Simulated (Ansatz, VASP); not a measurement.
**HfBr: VASP beside Ansatz**

```
Hf Br
1.0
     3.66078    0.00000    0.00000
     0.00000    3.66078    0.00000
     0.00000    0.00000    3.66078
Hf Br
1 1
Direct
  0.50000 0.50000 0.50000
  0.00000 0.00000 0.00000
```

Change from the starting cell: species swapped into the CsBr type (Pm-3m, No. 221).

Alike in both runs: task relaxation of cell and atoms; functional PBE; k mesh 6 × 6 × 6; occupations gaussian, width 0.1 eV; no spin polarisation.

```csv
,VASP,Ansatz
version,VASP 6.6.1,Ansatz 0.2.0
potentials or method,"VASP PAW PBE potentials, release 64 (Hf_pv, Br)","scalar-relativistic, plane waves, PAW"
plane-wave cutoff (eV),600,420
valence electrons in the cell,17,33
```

```tsv
	VASP	Ansatz	Ansatz less VASP
gap on the k mesh at the Fermi level, each at its own relaxed structure (eV)	none	none	-
relaxed volume (Å³/atom)	20.60	20.66	+0.067
relaxed cell length with the largest relative difference (Å)	3.454	3.457	+0.0037
energy change over the relaxation (meV/atom)	-108	-98	+10.6
```

A gap of «none» marks a metal or a gap that the smearing closes. The two sets of potentials don't hold the same shells in valence.

Caveats: the volume moved by over 15 % at a fixed basis, so the end points are rough (VASP); an odd number of electrons without spin polarisation forces a metal; a magnetic or distorted state may lie lower. Spin-orbit coupling is left out, which matters for the levels of Hf.
